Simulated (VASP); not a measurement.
# Be3CdO4 in VASP: a series of runs, part 2 of 2

VASP 6.6.1. Earlier steps stand in the parts before.

**3. Relaxation of cell and atoms, PBE**

This run uses another cell than the first one, of 8.46 Å³/atom, 0.811 times its volume.

File INCAR:

```
SYSTEM = Be3CdO4
PREC = Normal
ENCUT = 520
EDIFF = 1E-4
ISMEAR = 0
SIGMA = 0.15
LREAL = .False.
LASPH = .True.
NELM = 60
ALGO = Fast
ISIF = 3
LWAVE = .False.
LCHARG = .False.
GGA = PE
IBRION = 2
NSW = 24
EDIFFG = -0.08
```

File KPOINTS:

```
Automatic mesh
0
Gamma
  5 5 2
  0 0 0
```

File POSCAR:

```
Be3CdO4
1.0
    2.8866289800      0.0000000000      0.0000000000
    0.0000000000      2.8866289800      0.0000000000
    0.0000000000      0.0000000000      8.1237555000
Be Cd O
3 1 4
Direct
    0.5000000000      0.5000000000      0.7543159700
    0.0000000000      0.0000000000      0.5000000000
    0.5000000000      0.5000000000      0.2456840300
    0.0000000000      0.0000000000      0.0000000000
    0.0000000000      0.0000000000      0.2496591400
    0.5000000000      0.5000000000      0.0000000000
    0.0000000000      0.0000000000      0.7503408600
    0.5000000000      0.5000000000      0.5000000000
```

Potentials or basis: VASP PAW PBE potentials, release 64 (Be, Cd, O).

Run with:

```bash
$ cat potpaw_PBE.64/Be/POTCAR potpaw_PBE.64/Cd/POTCAR potpaw_PBE.64/O/POTCAR > POTCAR
$ mpirun -np 1 vasp_std > vasp.out
```

OUTCAR:

```text
SYSTEM = Be3CdO4
   PREC = Normal
   ENCUT = 520
   EDIFF = 1E-4
   ISMEAR = 0
   LREAL = .False.
   LASPH = .True.
   NELM = 60
   ISIF = 3
   GGA = PE
   IBRION = 2
   NSW = 24
   EDIFFG = -0.08

 ion  position               nearest neighbor table
   1  0.500  0.500  0.754-   6 2.00   7 2.04   7 2.04   7 2.04   7 2.04   8 2.07   4 2.85   4 2.85
                             4 2.85   4 2.85
   2  0.000  0.000  0.500-   5 2.03   7 2.03   8 2.04   8 2.04   8 2.04   8 2.04
   3  0.500  0.500  0.246-   6 2.00   5 2.04   5 2.04   5 2.04   5 2.04   8 2.07   4 2.85   4 2.85
                             4 2.85   4 2.85
   4  0.000  0.000  0.000-   5 2.03   7 2.03   6 2.04   6 2.04   6 2.04   6 2.04   3 2.85   3 2.85
                             1 2.85   3 2.85   1 2.85   1 2.85   3 2.85   1 2.85
   5  0.000  0.000  0.250-   4 2.03   2 2.03   3 2.04   3 2.04   3 2.04   3 2.04
   6  0.500  0.500  0.000-   1 2.00   3 2.00   4 2.04   4 2.04   4 2.04   4 2.04
   7  0.000  0.000  0.750-   4 2.03   2 2.03   1 2.04   1 2.04   1 2.04   1 2.04
   8  0.500  0.500  0.500-   2 2.04   2 2.04   2 2.04   2 2.04   3 2.07   1 2.07

  LATTYP: Found a simple tetragonal cell.
[... 314 lines left out ...]

------------------------ aborting loop because EDIFF is reached ----------------------------------------
[... 79 lines left out ...]
--------------------------------------- Ionic step       18  -------------------------------------------

 number of electron      42.0000020 magnetization

 Free energy of the ion-electron system (eV)
  ---------------------------------------------------
  ext. energy  EPLUGINS =         0.00000000
  ---------------------------------------------------
  free energy    TOTEN  =       -44.43292160 eV

  energy without entropy =      -44.43292160  energy(sigma->0) =      -44.43292160

 E-fermi :   4.9340     XC(G=0): -11.1398

 val. band max:        4.2355319714   @ k =   0.4000   0.0000   0.5000
 cond. band min:       5.5716241212   @ k =   0.0000   0.0000   0.0000
 fundamental gap:      1.3360921498
 Fermi energy:         4.9339694639

 k-point     1 :       0.0000    0.0000    0.0000
  band No.  band energies     occupation
      1     -15.6892      2.00000
      2     -14.2706      2.00000
      3     -14.1057      2.00000
      4     -13.2115      2.00000
      5      -3.2202      2.00000
      6      -3.0046      2.00000
[... 372 lines left out ...]
  FREE ENERGIE OF THE ION-ELECTRON SYSTEM (eV)
  ---------------------------------------------------
  free  energy   TOTEN  =       -44.4329215991 eV

  energy  without entropy=      -44.4329215991  energy(sigma->0) =      -44.43292160

 reached required accuracy - stopping structural energy minimisation
```

OSZICAR:

```text
N       E                     dE             d eps       ncg     rms          rms(c)
DAV:   1     0.310647782061E+03    0.31065E+03   -0.23570E+04   624   0.160E+03
DAV:   2    -0.233679226815E+02   -0.33402E+03   -0.32480E+03   730   0.394E+02
DAV:   3    -0.457374749112E+02   -0.22370E+02   -0.22285E+02   830   0.115E+02
[... 159 lines left out ...]
DAV:   1    -0.444370435312E+02   -0.70055E-02   -0.27980E-01   648   0.393E+00    0.390E-01
RMM:   2    -0.444341035076E+02    0.29400E-02   -0.55620E-03   626   0.546E-01    0.223E-01
RMM:   3    -0.444331034497E+02    0.10001E-02   -0.13070E-03   622   0.229E-01    0.930E-02
RMM:   4    -0.444329244986E+02    0.17895E-03   -0.50419E-04   491   0.139E-01    0.404E-02
RMM:   5    -0.444329215991E+02    0.28995E-05   -0.83897E-05   372   0.576E-02
  18 F= -.44432922E+02 E0= -.44432922E+02  d E =-.288763E-02
```

It took 60 s on 1 thread of Intel Xeon 6975P-C (Granite Rapids), shared host; peak memory 0.15 GiB.

Results:

- Free energy: -44.4329 eV
- Relaxed volume: 9.10 Å³/atom
- Relaxed cell: a = 3.084 Å, b = 3.084 Å, c = 7.657 Å, α = 90.00°, β = 90.00°, γ = 90.00°
- Space group after relaxing (to 0.05 Å): P4/mmm (No. 123)
- Energy gained by relaxing: 388.4 meV/atom
- Ionic steps: 18
- Pressure after relaxing: -0.4 GPa
- Largest force after relaxing: 0.060 eV/Å
- Band gap on the k mesh: 1.34 eV, indirect (least direct gap 2.80 eV)

Forces in eV/Å, atoms in the order of the input:
```
Be   0.000  0.000  0.060
Be   0.000  0.000  0.000
Be   0.000  0.000 -0.060
Cd   0.000  0.000  0.000
O    0.000  0.000 -0.004
O    0.000  0.000  0.000
O    0.000  0.000  0.004
O    0.000  0.000  0.000
```

The path:
```csv
step,energy change (eV),largest force (eV/Å),pressure (GPa),volume (Å³)
1,0.0000,4.7887,14.46,67.69
2,-1.0672,2.5270,-12.45,75.45
3,-1.1082,2.2674,-8.94,73.96
4,-2.1156,2.4066,-5.02,71.39
5,1.6757,13.2254,64.63,63.38
6,-2.2211,2.3627,-2.40,70.40
7,-2.6715,2.6470,15.09,66.93
8,-2.7254,1.9196,6.86,68.19
9,-2.7478,1.7305,9.07,67.78
10,-2.7414,2.9920,10.92,71.28
11,-3.0187,0.4500,8.28,69.62
12,-3.0430,0.6146,-5.27,74.55
13,-3.0982,0.1775,0.63,72.20
14,-3.0980,0.1922,-0.22,72.35
15,-3.0981,0.1881,0.08,72.27
16,-3.1029,0.1565,-0.09,72.53
17,-3.1047,0.1398,-0.40,72.85
18,-3.1076,0.0599,-0.37,72.81
```

Final structure:
```xyz
8
Lattice="3.0837 0.0000 0.0000 0.0000 3.0837 0.0000 0.0000 0.0000 7.6570" Properties=species:S:1:pos:R:3 pbc="T T T"
Be    1.5419    1.5419    5.3729
Be    0.0000    3.0837    3.8285
Be    1.5419    1.5419    2.2841
Cd    0.0000    3.0837    0.0000
O     0.0000    0.0000    2.2714
O     1.5419    1.5419    0.0000
O     0.0000    0.0000    5.3856
O     1.5419    1.5419    3.8285
```

Caveat: the k mesh is coarse (spacing up to 0.44 Å⁻¹), so the values aren't converged; an odd mesh through Γ misses points on the zone boundary, where band edges often lie; the relaxation stopped at a loose force limit of 0.08 eV/Å, so its end isn't a converged minimum. PBE gaps usually lie below the measured ones, often by a third to a half.

**4. Relaxation of cell and atoms, PBE**

This run uses another cell than the first one, of 12.04 Å³/atom, 1.154 times its volume.

INCAR is that of step 3.

File KPOINTS:

```
Automatic mesh
0
Gamma
  4 4 4
  0 0 0
```

File POSCAR:

```
Be3CdO4
1.0
   -2.8879554300      2.8879554300      2.8879554300
    2.8879554300     -2.8879554300      2.8879554300
    2.8879554300      2.8879554300     -2.8879554300
Be Cd O
3 1 4
Direct
    0.0000000000      0.5000000000      0.5000000000
    0.5000000000      0.0000000000      0.5000000000
    0.5000000000      0.5000000000      0.0000000000
    0.0000000000      0.0000000000      0.0000000000
    0.5000000000      0.5000000000      0.5000000000
    0.0000000000      0.0000000000      0.5000000000
    0.0000000000      0.5000000000      0.0000000000
    0.5000000000      0.0000000000      0.0000000000
```

Run with:

```bash
$ cat potpaw_PBE.64/Be/POTCAR potpaw_PBE.64/Cd/POTCAR potpaw_PBE.64/O/POTCAR > POTCAR
$ mpirun -np 1 vasp_std > vasp.out
```

Wall time 13 s (1 thread of Intel Xeon 6975P-C (Granite Rapids), shared host); peak memory 0.16 GiB.

It converged, with:

| Item | Value |
| --- | --- |
| Free energy | -36.4288 eV |
| Relaxed volume | 8.72 Å³/atom |
| Relaxed cell | a = 4.492 Å, b = 4.492 Å, c = 4.492 Å, α = 109.47°, β = 109.47°, γ = 109.47° |
| Space group after relaxing (to 0.05 Å) | Im-3m (No. 229) |
| Energy gained by relaxing | 386.4 meV/atom |
| Ionic steps | 2 |
| Pressure after relaxing | -0.3 GPa |
| Band gap on the k mesh | 0.16 eV, indirect (least direct gap 0.55 eV) |

Step by step:
```tsv
step	energy change (eV)	largest force (eV/Å)	pressure (GPa)	volume (Å³)
1	0.0000	0.0000	-28.10	96.35
2	-3.0913	0.0000	-0.32	69.79
```

Final structure:
```
CELL_PARAMETERS angstrom
-2.59364 2.59364 2.59364
2.59364 -2.59364 2.59364
2.59364 2.59364 -2.59364
ATOMIC_POSITIONS crystal
Be 0.00000 0.50000 0.50000
Be 0.50000 0.00000 0.50000
Be 0.50000 0.50000 0.00000
Cd 0.00000 0.00000 0.00000
O 0.50000 0.50000 0.50000
O 0.00000 0.00000 0.50000
O 0.00000 0.50000 0.00000
O 0.50000 0.00000 0.00000
```

Levels at points of the mesh, in eV from the valence-band top:
| k point | band 18 | band 19 | band 20 | band 21 | band 22 | band 23 | band 24 | band 25 |
| --- | --- | --- | --- | --- | --- | --- | --- | --- |
| (0.00, 0.00, 0.00) | -1.80 | -0.71 | -0.39 | -0.39 | 0.16 | 2.80 | 2.80 | 3.67 |
| (0.50, 0.00, 0.00) | -2.50 | -1.57 | -1.07 | -0.20 | 4.24 | 4.28 | 4.77 | 5.93 |
| (0.50, 0.50, 0.50) | -0.88 | 0.00 | 0.00 | 0.00 | 2.88 | 2.88 | 2.93 | 3.99 |

Caveat: the volume moved by over 15 % at a fixed basis, so the end points are rough; the relaxation stopped at a loose force limit of 0.08 eV/Å, so its end isn't a converged minimum.

**5. Relaxation of cell and atoms, PBE**

This run uses another cell than the first one, of 13.66 Å³/atom, 1.310 times its volume.

INCAR is that of step 4.

File KPOINTS:

```
Automatic mesh
0
Gamma
  3 3 3
  0 0 0
```

File POSCAR:

```
Be3CdO4
1.0
    4.7814191900      0.0000000000      0.0000000000
    0.0000000000      4.7814191900      0.0000000000
    0.0000000000      0.0000000000      4.7814191900
Be Cd O
3 1 4
Direct
    0.0000000000      0.0000000000      0.5000000000
    0.0000000000      0.5000000000      0.0000000000
    0.5000000000      0.0000000000      0.0000000000
    0.0000000000      0.0000000000      0.0000000000
    0.2090020000      0.2090020000      0.2090020000
    0.2090020000      0.7909980000      0.7909980000
    0.7909980000      0.2090020000      0.7909980000
    0.7909980000      0.7909980000      0.2090020000
```

Potentials or basis: VASP PAW PBE potentials, release 64 (Be, Cd, O).

Run with:

```bash
$ cat potpaw_PBE.64/Be/POTCAR potpaw_PBE.64/Cd/POTCAR potpaw_PBE.64/O/POTCAR > POTCAR
$ mpirun -np 1 vasp_std > vasp.out
```

OUTCAR:

```text
SYSTEM = Be3CdO4
   PREC = Normal
   ENCUT = 520
   EDIFF = 1E-4
   ISMEAR = 0
   LREAL = .False.
   LASPH = .True.
   NELM = 60
   ISIF = 3
   GGA = PE
   IBRION = 2
   NSW = 24
   EDIFFG = -0.08

 ion  position               nearest neighbor table
   1  0.000  0.000  0.500-   5 1.98   6 1.98   7 1.98   8 1.98   4 2.39   4 2.39
   2  0.000  0.500  0.000-   5 1.98   6 1.98   7 1.98   8 1.98   4 2.39   4 2.39
   3  0.500  0.000  0.000-   5 1.98   6 1.98   7 1.98   8 1.98   4 2.39   4 2.39
   4  0.000  0.000  0.000-   5 1.73   6 1.73   7 1.73   8 1.73   2 2.39   3 2.39   1 2.39   1 2.39
                             2 2.39   3 2.39
   5  0.209  0.209  0.209-   4 1.73   2 1.98   3 1.98   1 1.98
   6  0.209  0.791  0.791-   4 1.73   2 1.98   3 1.98   1 1.98
   7  0.791  0.209  0.791-   4 1.73   2 1.98   3 1.98   1 1.98
   8  0.791  0.791  0.209-   4 1.73   2 1.98   3 1.98   1 1.98

  LATTYP: Found a simple cubic cell.
 ALAT       =     4.7814191900

  Lattice vectors:

 A1 = (   4.7814191900,   0.0000000000,   0.0000000000)
 A2 = (   0.0000000000,   4.7814191900,   0.0000000000)
 A3 = (   0.0000000000,   0.0000000000,   4.7814191900)

Analysis of symmetry for initial positions (statically):
=====================================================================
 Subroutine PRICEL returns:
 Original cell was already a primitive cell.

 Routine SETGRP: Setting up the symmetry group for a
 simple cubic supercell.

 Subroutine GETGRP returns: Found 24 space group operations
 (whereof 24 operations were pure point group operations)
 out of a pool of 48 trial point group operations.

The static configuration has the point symmetry T_d .

Analysis of symmetry for dynamics (positions and initial velocities):
=====================================================================
[... 133 lines left out ...]
 non-spin polarized calculation
 RMM-DIIS sequential band-by-band and
 Gauss-broadening in eV      SIGMA  =   0.15
  energy-cutoff  :      520.00
  volume of cell :      109.31
 maximum number of plane-waves:      2950
   NGX = 17   NGY = 17   NGZ = 17

--------------------------------------- Ionic step        1  -------------------------------------------

 number of electron      41.9999961 magnetization

 Free energy of the ion-electron system (eV)
  ---------------------------------------------------
  ext. energy  EPLUGINS =         0.00000000
  ---------------------------------------------------
  free energy    TOTEN  =       -29.16545529 eV

  energy without entropy =      -29.16530179  energy(sigma->0) =      -29.16537854

------------------------ aborting loop because EDIFF is reached ----------------------------------------

  FORCE on cell =-STRESS in cart. coord.  units (eV):
  Direction    XX          YY          ZZ          XY          YZ          ZX
  --------------------------------------------------------------------------------------
  -------------------------------------------------------------------------------------
  Total       26.5714093     26.5714093     26.5714093      0.0000000      0.0000000     -0.0000000
  in kB      389.4526923    389.4526923    389.4526923      0.0000000      0.0000000     -0.0000000
  external PRESSURE =     389.4526923 kB  Pullay stress =       0.0000000 kB
[... 29 lines left out ...]
--------------------------------------- Ionic step        2  -------------------------------------------

 number of electron      41.9999964 magnetization

------------------------ aborting loop EDIFF was not reached (unconverged)  ----------------------------

  FORCE on cell =-STRESS in cart. coord.  units (eV):
  Direction    XX          YY          ZZ          XY          YZ          ZX
  --------------------------------------------------------------------------------------
  -------------------------------------------------------------------------------------
  Total      -18.0774442    -18.0774442    -18.0774442     -0.0000000      0.0000000      0.0000000
  in kB     -169.6445546   -169.6445546   -169.6445546     -0.0000000      0.0000000      0.0000000
  external PRESSURE =    -169.6445546 kB  Pullay stress =       0.0000000 kB
[... 314 lines left out ...]
     25       8.3710      0.00000
     26      10.2304      0.00000

[... ionic steps 4 to 10 ...]

--------------------------------------- Ionic step       11  -------------------------------------------

 number of electron      41.9999964 magnetization

------------------------ aborting loop because EDIFF is reached ----------------------------------------
[... 79 lines left out ...]
--------------------------------------- Ionic step       13  -------------------------------------------

 number of electron      42.0000082 magnetization

 Free energy of the ion-electron system (eV)
  ---------------------------------------------------
  ext. energy  EPLUGINS =         0.00000000
  ---------------------------------------------------
  free energy    TOTEN  =       -37.68631775 eV

  energy without entropy =      -37.68631775  energy(sigma->0) =      -37.68631775

 E-fermi :   1.1927     XC(G=0):  -9.6242

 val. band max:        0.4633882313   @ k =   0.0000   0.0000   0.0000
 cond. band min:       2.4471941867   @ k =   0.0000   0.0000   0.0000
 fundamental gap:      1.9838059555
 Fermi energy:         1.1927487287
[... 149 lines left out ...]
  FREE ENERGIE OF THE ION-ELECTRON SYSTEM (eV)
  ---------------------------------------------------
  free  energy   TOTEN  =       -37.6863177548 eV

  energy  without entropy=      -37.6863177548  energy(sigma->0) =      -37.68631775

 reached required accuracy - stopping structural energy minimisation
```

It took 62 s on 1 thread of Intel Xeon 6975P-C (Granite Rapids), shared host; peak memory 0.17 GiB.

Results:

```
Free energy                            : -37.6863 eV
Relaxed volume                         : 11.83 Å³/atom
Relaxed cell                           : a = 4.557 Å, b = 4.557 Å, c = 4.557 Å, α = 90.00°, β = 90.00°, γ = 90.00°
Space group after relaxing (to 0.05 Å) : P-43m (No. 215)
Energy gained by relaxing              : 1065.1 meV/atom
Ionic steps                            : 13
Pressure after relaxing                : -0.5 GPa
Largest force after relaxing           : 0.005 eV/Å
Band gap on the k mesh                 : 1.98 eV, direct
```

Forces in eV/Å, atoms in the order of the input:
```
Be   0.000  0.000  0.000
Be   0.000  0.000  0.000
Be   0.000  0.000  0.000
Cd   0.000  0.000  0.000
O   -0.003 -0.003 -0.003
O   -0.003  0.003  0.003
O    0.003 -0.003  0.003
O    0.003  0.003 -0.003
```

Step by step:
```csv
step,energy change (eV),largest force (eV/Å),pressure (GPa),volume (Å³)
1,0.0000,15.5069,38.95,109.31
2,11.5372,1.8785,-16.96,170.73
3,1.7234,4.1245,-23.84,157.32
4,-3.1166,3.5542,-22.32,142.44
5,-7.0859,0.3352,-12.87,125.15
6,-7.1920,1.9435,-4.26,119.82
7,-7.2586,0.8730,-8.99,122.06
8,-7.2601,1.0116,-8.55,121.75
9,-7.9471,0.9901,-6.24,110.87
10,-8.0749,1.1496,15.84,82.64
11,-8.4233,1.1839,3.90,94.87
12,-8.4014,1.1876,-4.53,94.41
13,-8.5209,0.0054,-0.48,94.66
```

Final structure:
```xyz
8
Lattice="4.5574 0.0000 0.0000 0.0000 4.5574 0.0000 0.0000 0.0000 4.5574" Properties=species:S:1:pos:R:3 pbc="T T T"
Be    0.0000    0.0000    2.2787
Be    0.0000    2.2787    0.0000
Be    2.2787    0.0000    0.0000
Cd    0.0000    0.0000    0.0000
O     1.1743    1.1743    1.1743
O     1.1743    3.3831    3.3831
O     3.3831    1.1743    3.3831
O     3.3831    3.3831    1.1743
```

Caveat: the k mesh is coarse (spacing up to 0.44 Å⁻¹), so the values aren't converged; the relaxation stopped at a loose force limit of 0.08 eV/Å, so its end isn't a converged minimum. A hybrid or GW would open this gap; PBE tends to underestimate it.

**6. The runs side by side**

| k mesh | mesh quality | gap on the mesh (eV) | pressure (GPa) | relaxed volume (Å³/atom) | largest force (eV/Å) |
| --- | --- | --- | --- | --- | --- |
| 3 × 3 × 3 | coarse | 1.98 | -0.5 | 11.83 | 0.01 |
| 5 × 5 × 2 | coarse | 1.34 | -0.4 | 9.10 | 0.06 |
| 4 × 4 × 4 | not flagged | 0.16 | -0.3 | 8.72 | - |

Alike in all rows: task relaxation of cell and atoms; level PBE; potentials or basis VASP PAW PBE potentials, release 64 (Be, Cd, O); no spin polarisation; cell relaxed; cutoff (eV) 520; smearing gaussian 0.15 eV.

Caveats: some runs use coarse meshes; the relaxation stopped at a loose force limit of 0.08 eV/Å, so its end isn't a converged minimum; an odd mesh through Γ misses points on the zone boundary, where band edges often lie (some runs); the volume moved by over 15 % at a fixed basis, so the end points are rough (some runs).

Total energies depend on the potentials used, so only differences within one code and one set of settings carry meaning.
